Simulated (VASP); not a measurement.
Output of a VASP run:

File OSZICAR:
```
       N       E                     dE             d eps       ncg     rms          rms(c)
DAV:   1    -0.622416421815E+02   -0.62242E+02   -0.26819E-04  2032   0.850E-02    0.371E-02
DAV:   2    -0.622422813487E+02   -0.63917E-03   -0.44355E-03  2120   0.324E-01    0.132E-01
DAV:   3    -0.622415672879E+02    0.71406E-03   -0.25796E-03  2104   0.264E-01    0.750E-03
DAV:   4    -0.622415764594E+02   -0.91715E-05   -0.82266E-05  1884   0.312E-02    0.287E-03
DAV:   5    -0.622415770943E+02   -0.63497E-06   -0.45558E-06  1424   0.862E-03
   1 F= -.62241577E+02 E0= -.62242225E+02  d E =0.194325E-02
```

OUTCAR:
```
------------------------ aborting loop because EDIFF is reached ----------------------------------------
  FORCE on cell =-STRESS in cart. coord.  units (eV):
  Direction    XX          YY          ZZ          XY          YZ          ZX
  --------------------------------------------------------------------------------------
  Total       -1.6818328     -1.6818328     -0.6513353      0.0000000      0.0000000     -0.0000000
  in kB      -10.2185130    -10.2185130     -3.9573959      0.0000000      0.0000000     -0.0000000
  external PRESSURE =      -8.1314739 kB  Pullay stress =       0.0000000 kB
  volume of cell :      263.70
      direct lattice vectors                 reciprocal lattice vectors
     3.269440419  0.000000000  0.000000000     0.305862739  0.000000000  0.000000000
     0.000000000  3.269440419  0.000000000     0.000000000  0.305862739  0.000000000
     0.000000000  0.000000000 24.669414069     0.000000000  0.000000000  0.040536026
 POSITION                                       TOTAL-FORCE (eV/Angst)
 -----------------------------------------------------------------------------------
      1.63472      0.00000      8.41668         0.000000      0.000000     -0.009885
      0.00000      1.63472      9.86346        -0.000000      0.000000      0.020946
      1.63472      0.00000     11.47075        -0.000000      0.000000      0.010345
      0.00000      1.63472     13.19866         0.000000      0.000000     -0.010345
      1.63472      0.00000     14.80596         0.000000      0.000000     -0.020946
      0.00000      1.63472     16.25274         0.000000      0.000000      0.009885
 -----------------------------------------------------------------------------------
    total drift:                                0.000000      0.000000      0.000000
  FREE ENERGIE OF THE ION-ELECTRON SYSTEM (eV)
  ---------------------------------------------------
  free  energy   TOTEN  =       -62.2415770943 eV

  energy  without entropy=      -62.2435203429  energy(sigma->0) =      -62.24222484

 total charge

# of ion       s       p       d       tot
------------------------------------------
    1        2.232   5.951   2.528  10.712
    2        2.239   6.006   2.616  10.861
    3        2.221   6.011   2.508  10.740
    4        2.221   6.011   2.508  10.740
    5        2.239   6.006   2.616  10.861
    6        2.232   5.951   2.528  10.712
--------------------------------------------------
tot         13.386  35.936  15.303  64.625
```
(Selected blocks of OUTCAR.)

### POSCAR
```
Nb(100) slab
1
    3.2694404188     0.0000000000     0.0000000000
    0.0000000000     3.2694404188     0.0000000000
    0.0000000000     0.0000000000    24.6694140691
Nb
6
Direct
  0.5000000000   0.0000000000   0.3411786888
  0.0000000000   0.5000000000   0.3998252937
  0.5000000000   0.0000000000   0.4649787416
  0.0000000000   0.5000000000   0.5350212584
  0.5000000000   0.0000000000   0.6001747063
  0.0000000000   0.5000000000   0.6588213112
```

### Question
Reconstruct the remaining input files.

### Answer
This is not unique; one that fits is the input of the run itself, PBEsol GGA, plane waves, VASP's PBE PAW potentials (set 64).

### INCAR
```
ALGO  =  Normal
DIPOL  =  0.5 0.5 0.5
EDIFF  =  1E-6
ENCUT  =  400
GGA  =  PS
IDIPOL  =  3
ISMEAR  =  1
LASPH  =  .TRUE.
LCHARG  =  .FALSE.
LDIPOL  =  .TRUE.
LMAXMIX  =  4
LORBIT  =  11
LREAL  =  .FALSE.
LVHAR  =  .TRUE.
LWAVE  =  .FALSE.
NELM  =  100
NELMIN  =  4
PREC  =  Normal
SIGMA  =  0.1
SYSTEM  =  Nb(100) slab
```

KPOINTS:
```
Regular mesh
0
Gamma
 9 9 1
```

POTCAR, in this order: Nb_sv (PBE.64 set). Program: vasp_std. Read from the step before: WAVECAR.

The cell is a thin slab with vacuum, built from Nb (bcc): (100) face.
